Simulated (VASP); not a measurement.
Energy against volume of MgSe (rock salt). These are RPBE GGA, VASP's PBE PAW potentials (set 64) (plane waves; VASP) values and carry that method's errors.

```csv
V (Å³/atom),E (eV/atom)
20.158,-3.46342
20.801,-3.47522
21.444,-3.47895
22.088,-3.47576
22.731,-3.46664
```

Q: Fit a third-order Birch-Murnaghan equation of state.

A: 
The volume per atom is 21.45 Å^3/atom and the bulk modulus comes out as 57.2 GPa. The pressure derivative of the bulk modulus is 4.15 and the lattice constant a is 5.557 Å.

Measured: a 5.460 Å (computed value off by +1.8 %), as given by M J Lucero et al., Journal of Physics Condensed Matter (2012), arXiv:1111.4515. The calculation is for a static lattice, while the measured a holds thermal and zero-point effects, which are part of the difference.

The compound is MgSe in the rock salt structure. It was relaxed first, which changed the volume by +5 %.
